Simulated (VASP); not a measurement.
An input for Quantum ESPRESSO's pw.x (written as the equivalent of a VASP run, and not itself run):

```
&CONTROL
  calculation = 'vc-relax'
  pseudo_dir = './pseudo'
  outdir = './out'
  tprnfor = .true.
  tstress = .true.
  nstep = 60
  forc_conv_thr = 0.00078
/
&SYSTEM
  ibrav = 0
  nat = 4
  ntyp = 2
  ecutwfc = 84
  occupations = 'smearing'
  smearing = 'gaussian'
  degauss = 0.003675
  input_dft = 'vdw-df2'
/
&ELECTRONS
  conv_thr = 7.3e-08
  electron_maxstep = 100
/
&IONS
/
&CELL
/
ATOMIC_SPECIES
  B 10.810 B.upf
  N 14.007 N.upf
CELL_PARAMETERS angstrom
     1.2605274   -2.1832979    0.0000000
     1.2605274    2.1832979    0.0000000
     0.0000000    0.0000000    6.9235689
ATOMIC_POSITIONS crystal
  B    0.3333330  0.6666670  0.2500000
  B    0.6666670  0.3333330  0.7500000
  N    0.6666670  0.3333330  0.2500000
  N    0.3333330  0.6666670  0.7500000
K_POINTS automatic
  9 9 3 0 0 0
```

**Question.** Translate this input to VASP (INCAR, KPOINTS, POSCAR, choice of POTCAR).

**Answer.** This is not unique; one that fits is 
**INCAR**
```
SYSTEM = BN
PREC = Accurate
ENCUT = 520
EDIFF = 1E-6
NELM = 100
ALGO = Normal
LREAL = .FALSE.
LASPH = .TRUE.
ISMEAR = 0
SIGMA = 0.05
GGA = ML
ZAB_VDW = -1.8867
LUSE_VDW = .TRUE.
AGGAC = 0.0
LWAVE = .FALSE.
LCHARG = .FALSE.
IBRION = 2
ISIF = 3
NSW = 60
EDIFFG = -0.02
```

### POSCAR
```
BN
1
    1.2605274218    -2.1832979357     0.0000000000
    1.2605274218     2.1832979357     0.0000000000
    0.0000000000     0.0000000000     6.9235689468
B N
2 2
Direct
  0.3333330000   0.6666670000   0.2500000000
  0.6666670000   0.3333330000   0.7500000000
  0.6666670000   0.3333330000   0.2500000000
  0.3333330000   0.6666670000   0.7500000000
```

### KPOINTS
```
Automatic mesh
0
Gamma
9 9 3
0 0 0
```

POTCAR, in this order: B N (PBE.64 set). Program: vasp_std.

The two are equivalent in intent, not identical: the potentials are each code's own (VASP's PAW set, PseudoDojo norm-conserving files in pw.x), so ENCUT and ecutwfc are chosen apart and not converted; conv_thr bounds pw.x's estimated SCF error, while EDIFF bounds the energy change between steps; forc_conv_thr acts on force components and is met together with etot_conv_thr.

The compound is BN in the hex structure. It was relaxed first, which changed the volume by +5 %. The start is the result of an earlier pass.
